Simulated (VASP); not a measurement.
```xyz
3
Lattice="-1.6188 1.6188 3.9406 1.6188 -1.6188 3.9406 1.6188 1.6188 -3.9406" Properties=species:S:1:pos:R:3 pbc="T T T"
Si     0.0000     0.0000     5.2435
Si     0.0000     0.0000     2.6378
W      0.0000     0.0000     0.0000
```

Computed with PW91 GGA, VASP's PBE PAW potentials (set 64) (plane waves; VASP). Run with 520 eV cut-off, Gaussian smearing of 0.050 eV, potentials Si W_sv.

Q: Give the energies of bands 6 to 14 at the high-symmetry points, in eV from the Fermi level.

A: 
```tsv
band	Γ	X	P	N	M	S	R
6	-6.68	-6.81	-6.61	-9.74	-10.83	-9.24	-7.97
7	-3.73	-5.85	-6.41	-5.61	-3.69	-7.59	-5.74
8	-3.19	-5.49	-6.41	-4.74	-2.50	-2.96	-5.02
9	-2.78	-4.91	-2.98	-2.73	-0.83	-2.64	-4.05
10	-2.78	-3.15	-2.34	-2.67	-0.83	-2.39	-3.01
11	0.59	-1.68	-2.34	-0.41	-0.48	-0.30	-2.24
12	2.61	2.73	0.02	2.62	-0.48	1.81	1.93
13	3.03	2.87	2.87	2.75	0.76	2.53	2.11
14	3.03	3.03	3.52	3.91	4.42	3.52	2.94
```

It has no gap at this level: it comes out as a metal or semimetal.

The compound is WSi2 in the MoSi2 type structure. It was relaxed first.
